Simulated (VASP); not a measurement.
Here is the system:

```xyz
2
Lattice="0.0000 3.2685 3.2685 3.2685 0.0000 3.2685 3.2685 3.2685 0.0000" Properties=species:S:1:pos:R:3 pbc="T T T"
In     0.0000     0.0000     0.0000
Sb     1.6343     1.6343     1.6343
```

These are PBE GGA with D4 dispersion, VASP's PBE PAW potentials (set 64) (plane waves; VASP) values and carry that method's errors. Settings: 520 eV cut-off, Gaussian smearing of 0.050 eV, potentials In_d Sb.

Unless said otherwise, spin-orbit coupling is left out, though it shifts the bands of the heavy elements here.

Question: What does the run give for the band gap (along the path) with the smallest direct gap where there is one?

Answer: 
| Quantity | Value |
|---|---|
| band gap (along the path) | none (metal, semimetal or under 0.01 eV) |

Only differences to runs with the same potentials and settings are physical.

The compound is InSb in the zinc blende structure. It was relaxed first.
